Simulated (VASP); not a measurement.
Crystal: KSi4I3.

```
K Si I
1.0
     7.65650    0.00000    0.00000
     0.00000    7.65650    0.00000
     0.00000    0.00000    7.65650
K Si I
1 4 3
Direct
  0.00000 0.00000 0.00000
  0.50000 0.00000 0.00000
  0.00000 0.50000 0.00000
  0.00000 0.00000 0.50000
  0.50000 0.50000 0.50000
  0.00000 0.50000 0.50000
  0.50000 0.00000 0.50000
  0.50000 0.50000 0.00000
```

The cell was built by a generator and needn't be a form met in nature.

The cell isn't the ideal one: random cell by space group and Wyckoff sites (Pm-3m, No. 221).

| Property | Result |
| --- | --- |
| Program | VASP 6.6.1 |
| Task | relaxation of cell and atoms |
| Functional | PBE |
| Potentials or basis | VASP PAW PBE potentials, release 64 (K_sv, Si, I) |
| Cutoff | 600 eV |
| k mesh | 2 × 2 × 2 |
| Occupations | gaussian, width 0.1 eV |
| Spin | no spin polarisation |

At the start: pressure -3.6 GPa; volume 56.11 Å³/atom.

**Question.** Where does the relaxation end?

**Answer.** Over 6 steps the energy falls by 431.6 meV/atom and the volume is 32.94 Å³/atom (-41.3 %); space group Pm-3m (No. 221, to 0.05 Å).

The path:
```tsv
step	energy change (eV)	largest force (eV/Å)	pressure (GPa)	volume (Å³)
1	0.0000	0.0000	-3.59	448.84
2	-1.7654	0.0000	-3.65	372.11
3	-1.5631	0.0000	11.71	195.23
4	-3.2065	0.0000	-2.05	297.25
5	-3.4384	0.0000	0.65	254.81
6	-3.4529	0.0000	-0.09	263.49
```

Final structure:
```
CELL_PARAMETERS angstrom
6.41095 0.00000 0.00000
0.00000 6.41095 0.00000
0.00000 0.00000 6.41095
ATOMIC_POSITIONS crystal
K 0.00000 0.00000 0.00000
Si 0.50000 0.00000 0.00000
Si 0.00000 0.50000 0.00000
Si 0.00000 0.00000 0.50000
Si 0.50000 0.50000 0.50000
I 0.00000 0.50000 0.50000
I 0.50000 0.00000 0.50000
I 0.50000 0.50000 0.00000
```

Caveat: the k mesh is coarse (spacing up to 0.41 Å⁻¹), so the values aren't converged; the volume moved by over 15 % at a fixed basis, so the end points are rough.
